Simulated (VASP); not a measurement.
OSZICAR of a VASP run on CdS (wurtzite):

File OSZICAR:
```
       N       E                     dE             d eps       ncg     rms          rms(c)
DAV:   1     0.223841293404E+03    0.22384E+03   -0.16597E+04   924   0.142E+03
DAV:   2    -0.318212076019E+02   -0.25566E+03   -0.24905E+03   990   0.355E+02
DAV:   3    -0.476087787508E+02   -0.15788E+02   -0.15727E+02  1116   0.907E+01
DAV:   4    -0.477772523588E+02   -0.16847E+00   -0.16839E+00  1050   0.971E+00
DAV:   5    -0.477795748268E+02   -0.23225E-02   -0.23222E-02  1134   0.107E+00    0.222E+01
DAV:   6    -0.200155549301E+02    0.27764E+02   -0.65863E+01   954   0.120E+02    0.159E+01
DAV:   7    -0.166427171741E+02    0.33728E+01   -0.40818E+00   948   0.210E+01    0.882E+00
DAV:   8    -0.181500989963E+02   -0.15074E+01   -0.40410E+00   924   0.235E+01    0.334E+00
DAV:   9    -0.157557705523E+02    0.23943E+01   -0.18887E+00   924   0.151E+01    0.117E+00
DAV:  10    -0.145321557765E+02    0.12236E+01   -0.16310E+00   924   0.124E+01    0.121E+00
DAV:  11    -0.156416440714E+02   -0.11095E+01   -0.89547E-01   924   0.949E+00    0.448E-01
DAV:  12    -0.156441455230E+02   -0.25015E-02   -0.56892E-02   960   0.239E+00    0.690E-01
DAV:  13    -0.156365485587E+02    0.75970E-02   -0.88019E-02   924   0.330E+00    0.157E-01
DAV:  14    -0.156399643288E+02   -0.34158E-02   -0.13019E-03  1098   0.411E-01    0.134E-01
DAV:  15    -0.156413715911E+02   -0.14073E-02   -0.46839E-04   954   0.218E-01    0.101E-01
DAV:  16    -0.156424800803E+02   -0.11085E-02   -0.42216E-04   936   0.252E-01    0.712E-02
DAV:  17    -0.156424956031E+02   -0.15523E-04   -0.12535E-04   972   0.131E-01    0.279E-02
DAV:  18    -0.156426079414E+02   -0.11234E-03   -0.96330E-05   942   0.116E-01    0.315E-03
DAV:  19    -0.156426124415E+02   -0.45001E-05   -0.93181E-06  1142   0.296E-02    0.400E-03
DAV:  20    -0.156426149395E+02   -0.24979E-05   -0.13024E-06   984   0.138E-02    0.424E-03
DAV:  21    -0.156426129954E+02    0.19441E-05   -0.81321E-07   960   0.103E-02    0.258E-03
DAV:  22    -0.156426153869E+02   -0.23915E-05   -0.99175E-07   954   0.118E-02    0.116E-03
DAV:  23    -0.156426152287E+02    0.15825E-06   -0.40092E-08   576   0.246E-03    0.645E-04
DAV:  24    -0.156426152960E+02   -0.67344E-07   -0.38672E-08   522   0.212E-03
   1 F= -.15642615E+02 E0= -.15642615E+02  d E =-.156426E+02
```

**Question.** Which electronic solver shows in the log?

**Answer.** It is blocked Davidson (ALGO = Normal, or the opening steps of other solvers). The INCAR had ALGO = Normal.

**Question.** Can the final energy be trusted as converged?

**Answer.** Self-consistency was reached. It stopped with EDIFF = 1E-7, NELM = 100, NSW = 30 and EDIFFG = -0.01 after 1 ionic step (MS2 meta-GGA, plane waves, VASP's PBE PAW potentials (set 64)).

The compound is CdS in the wurtzite structure. This cell is one point of a volume scan, at 0.97 of the reference volume.
